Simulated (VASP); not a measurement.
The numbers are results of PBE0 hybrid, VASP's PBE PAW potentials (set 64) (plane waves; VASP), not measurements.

VASP input:

### INCAR
```
AEXX = 0.25
ALGO = Normal
EDIFF = 1E-6
ENCUT = 520
GGA = PE
HFRCUT = -1
ISIF = 2
ISMEAR = 0
ISYM = 3
LASPH = .TRUE.
LCHARG = .FALSE.
LHFCALC = .TRUE.
LMAXMIX = 4
LREAL = .FALSE.
LWAVE = .FALSE.
NELM = 60
PREC = Accurate
PRECFOCK = Fast
SIGMA = 0.05
SYSTEM = CdS
```

**KPOINTS**
```
Regular mesh
0
gamma
6 6 6
0 0 0
```

### POSCAR
```
CdS
1
    0.0000000000     2.8765014497     2.8765014497
    2.8765014497     0.0000000000     2.8765014497
    2.8765014497     2.8765014497     0.0000000000
Cd S
1 1
Direct
  0.0000000000   0.0000000000   0.0000000000
  0.2500000000   0.2500000000   0.2500000000
```

POTCAR, in this order: Cd S (PBE.64 set). Program: vasp_std. Read from the step before: WAVECAR.

### Question
What will the output report for the number of irreducible k-points (NKPTS), largest plane-wave count, number of space-group operations, FFT grid (NGX, NGY, NGZ)?

### Answer

The number of irreducible k-points (NKPTS) is 16, the largest plane-wave count is 1303 and the number of space-group operations is 24. The FFT grid (NGX, NGY, NGZ) is 30 × 30 × 30.

The compound is CdS in the zinc blende structure, a metastable form; wurtzite is the usual one. This cell is one point of a volume scan, at 0.91 of the reference volume. The cell's shape comes from a PBE relaxation.
